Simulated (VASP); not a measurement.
Calculation: LDA (Ceperley-Alder, Perdew-Zunger), VASP's LDA PAW potentials (set 64) (plane waves; VASP).

VASP ran on this input.

POSCAR:
```
KTaO3
1
    3.9606335670     0.0000000000     0.0000000000
    0.0000000000     3.9606335670     0.0000000000
    0.0000000000     0.0000000000     3.9606335670
K Ta O
1 1 3
Direct
  0.5000000000   0.5000000000   0.5000000000
  0.0000000000   0.0000000000   0.0000000000
  0.0000000000   0.5000000000   0.0000000000
  0.5000000000   0.0000000000   0.0000000000
  0.0000000000   0.0000000000   0.5000000000
```

KPOINTS:
```
Automatic mesh
0
Gamma
6 6 6
0 0 0
```

### INCAR
```
ALGO = Normal
EDIFF = 1E-7
ENCUT = 520
ISIF = 2
ISMEAR = -5
LASPH = .TRUE.
LCHARG = .TRUE.
LMAXMIX = 6
LORBIT = 11
LREAL = .FALSE.
LWAVE = .FALSE.
NEDOS = 601
NELM = 100
PREC = Accurate
SYSTEM = KTaO3
```

POTCAR, in this order: K_sv Ta_pv O (LDA.64 set). Program: vasp_std.

Unless said otherwise, spin-orbit coupling is left out, though it shifts the bands of the heavy elements here.

### Question
What does the run give for the energy per atom (σ→0), band gap (on the k-mesh)?

### Answer

```yaml
energy per atom (σ→0): -9.012 eV/atom
band gap (on the k-mesh): 2.06 eV
```

### OSZICAR
```
...
DAV:   8    -0.450646890624E+02    0.86539E-01   -0.32924E-01  1229   0.498E+00    0.112E+00
DAV:   9    -0.450588419985E+02    0.58471E-02   -0.23124E-02  1262   0.116E+00    0.235E-01
DAV:  10    -0.450579084143E+02    0.93358E-03   -0.61868E-03  1260   0.592E-01    0.678E-02
DAV:  11    -0.450578971533E+02    0.11261E-04   -0.44299E-04  1262   0.168E-01    0.266E-02
DAV:  12    -0.450578992983E+02   -0.21450E-05   -0.19375E-05  1426   0.326E-02    0.794E-03
DAV:  13    -0.450578989527E+02    0.34560E-06   -0.15182E-06  1207   0.880E-03    0.323E-03
DAV:  14    -0.450578989252E+02    0.27488E-07   -0.16334E-07   894   0.343E-03
   1 F= -.45057899E+02 E0= -.45057899E+02  d E =0.000000E+00
```

The structure comes from a computed database's KTaO3 entry (Pm-3m); how it stands against other phases isn't given here. It was relaxed first.
